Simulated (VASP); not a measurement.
Runs of VASP 6.6.1 on NiMoIrPdW. It takes space group P3m1 (No. 156, trigonal). Conventional cell: a = 4.117 Å, b = 4.117 Å, c = 5.446 Å, α = 90.00°, β = 90.00°, γ = 120.00°. Ni (site symmetry 3m) is surrounded by 3 Mo at 2.38 Å and 3 Ir at 2.69 Å. Mo (site symmetry 3m) is surrounded by 3 Ni at 2.38 Å and 3 Ir at 2.70 Å and 2 Pd at 2.72 to 2.73 Å. Around Pd (site symmetry 3m) lie 3 W at 2.68 Å and 2 Mo at 2.72 to 2.73 Å and 3 Ir at 2.77 Å. Around Ir (site symmetry 3m) lie 2 W at 2.66 to 2.78 Å and 3 Ni at 2.69 Å and 3 Mo at 2.70 Å and 3 Pd at 2.77 Å. W (site symmetry 3m) is surrounded by 2 Ir at 2.66 to 2.78 Å and 3 Pd at 2.68 Å and 3 Mo at 2.81 Å and 3 Ni at 2.82 Å. The cell was built by a generator and needn't be a form met in nature.

```tsv
level	gap on the mesh (eV)	pressure (GPa)	moment (μB)	relaxed volume (Å³/atom)	largest force (eV/Å)
PBE+D4	none	-0.1	0.00	15.61	0.01
PBE+D3	none	-0.1	0.00	15.47	0.02
PBE+rVV10	none	0.0	0.00	(b)	0.01
PBE+TS	none	0.1	0.00	15.39	0.02
PBE+D3(BJ)	none	0.0	0.00	15.58	0.01
PBE+D2	none	0.0	0.00	(a)	0.01
```

Alike in all rows: task relaxation of cell and atoms; potentials or basis VASP PAW PBE potentials, release 64 (Ni, Mo_sv, Pd, Ir, W_sv); spin collinear, ferromagnetic start; cell relaxed; k mesh 8 × 8 × 5; cutoff (eV) 600; smearing fermi-dirac 0.05 eV.

**Question.** Fill in the values left out.

**Answer.** (a) 15.04; (b) 15.85.

Caveats: pairwise dispersion overbinds metals, which lowers pressure and volume; atom-pairwise D2, TS and ULG terms overbind metals (some runs).

A k mesh can miss the band edges, and the runs leave out spin-orbit coupling on Ir, Mo, Pd, W.

A gap of «none» marks a metal or a gap under the smearing width.
